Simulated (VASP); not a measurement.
Here is the system:

```
HfO2
1.0
    0.00000     2.39240     2.39240
    2.39240     0.00000     2.39240
    2.39240     2.39240     0.00000
Hf O
1 2
Direct
  0.00000   0.00000   0.00000
  0.25000   0.25000   0.25000
  0.75000   0.75000   0.75000
```

These are LDA (Ceperley-Alder, Perdew-Zunger), VASP's LDA PAW potentials (set 64) (plane waves; VASP) values and carry that method's errors. Run with 620 eV cut-off, 8×8×8 Γ-centred mesh, Gaussian smearing of 0.050 eV, potentials Hf_pv O.

Unless said otherwise, spin-orbit coupling is left out, though it shifts the bands of the heavy elements here.

Question: Predict the energy per atom (σ→0), pressure, band gap (on the k-mesh) with the smallest direct gap where there is one.

Answer: 
```json
{
 "band gap (on the k-mesh)": "4.04 eV",
 "smallest direct gap (on the k-mesh)": "4.05 eV",
 "energy per atom (σ→0)": "-10.875 eV/atom",
 "pressure": "44.97 GPa"
}
```

Total energies compare only between runs with the same potentials, cut-off and functional.

The compound is HfO2 in the fluorite structure, the high-temperature cubic form, which is unstable at 0 K; the monoclinic form is the stable one. It was relaxed first under an external pressure of 45 GPa.
